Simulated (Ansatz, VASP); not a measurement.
**VRe3F: VASP beside Ansatz**

```
CELL_PARAMETERS angstrom
4.14756 0.00000 0.00000
0.00000 4.14756 0.00000
0.00000 0.00000 4.14756
ATOMIC_POSITIONS crystal
V 0.50000 0.50000 0.50000
Re 0.00000 0.50000 0.00000
Re 0.50000 0.00000 0.00000
Re 0.00000 0.00000 0.50000
F 0.00000 0.00000 0.00000
```

The cell was built by a generator and needn't be a form met in nature.

Alike in both runs: task single point; functional PBE; k mesh 10 × 10 × 10; occupations gaussian, width 0.1 eV; no spin polarisation.

```csv
,VASP,Ansatz
version,VASP 6.6.1,Ansatz 0.2.0
potentials or method,"VASP PAW PBE potentials, release 64 (V_sv, Re, F)","scalar-relativistic, plane waves, PAW"
plane-wave cutoff (eV),520,420
valence electrons in the cell,41,65
```

```tsv
	VASP	Ansatz	Ansatz less VASP
gap on the k mesh at the Fermi level (eV)	none	none	-
pressure (GPa)	1.1	0.0	-1.09
```

A gap of «none» marks a metal or a gap that the smearing closes. The functional is the same, so the differences come from potentials, cutoffs and numerics. The two sets of potentials don't hold the same shells in valence.

Caveats: an odd number of electrons without spin polarisation forces a metal; a magnetic or distorted state may lie lower; the run has no spin polarisation, though such a crystal can be magnetic; semilocal functionals often make such compounds metallic where correlation or magnetic order opens a gap, which also shifts bond lengths. The runs have no spin-orbit coupling, so splittings on Re are missing.
